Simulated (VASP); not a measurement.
A run of VASP 6.6.1:

File INCAR:

```
PREC = Accurate ; ENCUT = 350
EDIFF = 1E-5 ; ISMEAR = 0
SIGMA = 0.03 ; LREAL = Auto
LASPH = T ; NELM = 120
ALGO = Normal ; ISIF = 2
LWAVE = F ; LCHARG = F
ISPIN = 2 ; MAGMOM = 3 0 0 0 0 0 0 0 0 0 0 0 0 0 0 0 0 0 0 0 0 0 0 0
LORBIT = 11 ; NUPDOWN = 3
LMAXMIX = 4 ; LDAU = T
LDAUTYPE = 2 ; LDAUL = 2 -1 -1
LDAUU = 4 0 0 ; LDAUJ = 0 0 0
LDAUPRINT = 1 ; GGA = PS
NBANDS = 128 ; NELECT = 213.0
ISYM = 0 ; KPAR = 2
```

KPOINTS

```
regular mesh
0
Gamma
  2 2 2
```

File POSCAR:

```
Ga11CoAs12                              
1.0
    0.0000000000      8.4805500000      8.4805500000
    5.6537000000      0.0000000000      5.6537000000
    5.6537000000      5.6537000000      0.0000000000
  Co              Ga              As            
     1    11    12
Direct
     0.0066925719835698    0.9937141185467731    0.9894075178121383
     0.0036149405823148    0.0067941455452569    0.4913116812925748
     0.0033673344709242    0.4960509051048852    0.0021427881071661
     0.0017799837581386    0.5010082665105793    0.4973441884264218
     0.3276748809062568    0.0058569081989590    0.0042469272995551
     0.3315651927990914    0.0029943060310894    0.4994590477142880
     0.3311341884067474    0.5006650630222826    0.0029131517956047
     0.3334153385035082    0.5004059489380128    0.4997878979066767
     0.6699969801383097    0.0057813565070796    0.0007096137014078
     0.6680206982003589    0.0045122537087470    0.4914820337227830
     0.6675722548175600    0.4945829207286274    0.0024512684305043
     0.6691179676252647    0.5009885932809828    0.4966091682727207
     0.0789957097931353    0.1211250389899975    0.1162352325616507
     0.0823352455479382    0.1255061397210186    0.6312194500384299
     0.0819289515241650    0.6350907659257327    0.1218327337501722
     0.0829839880786138    0.6288130416631634    0.6244662737167826
     0.4195627174620056    0.1246961481494373    0.1234522585659485
     0.4169722282742185    0.1246590307471648    0.6269219319906323
     0.4166092128854977    0.6283930309063548    0.1240086011379191
     0.4178141351967082    0.6253785724193148    0.6249934720285656
     0.7650135614896847    0.1207327416144646    0.1173605554850609
     0.7520679879726129    0.1250093059385999    0.6231419800877798
     0.7517734121089140    0.6279857925880502    0.1206706644783203
     0.7509015174744506    0.6267756052134359    0.6244545616769117
```

Potentials or basis: VASP PAW PBE potentials, release 64 (Co, Ga_d, As).

Run with:

```bash
$ cat potpaw_PBE.64/Co/POTCAR potpaw_PBE.64/Ga_d/POTCAR potpaw_PBE.64/As/POTCAR > POTCAR
$ mpirun -np 4 vasp_std > vasp.out
```

Hardware: 4 MPI ranks on Intel(R) Xeon(R) Platinum 8488C (Sapphire Rapids), with other jobs on the host.

Estimate the wall time of this run.

Wall time 5.4 min on 4 MPI ranks on Intel(R) Xeon(R) Platinum 8488C (Sapphire Rapids) (shared host), peak memory 0.53 GiB a rank. Counts: scf iterations 18, k points 8.
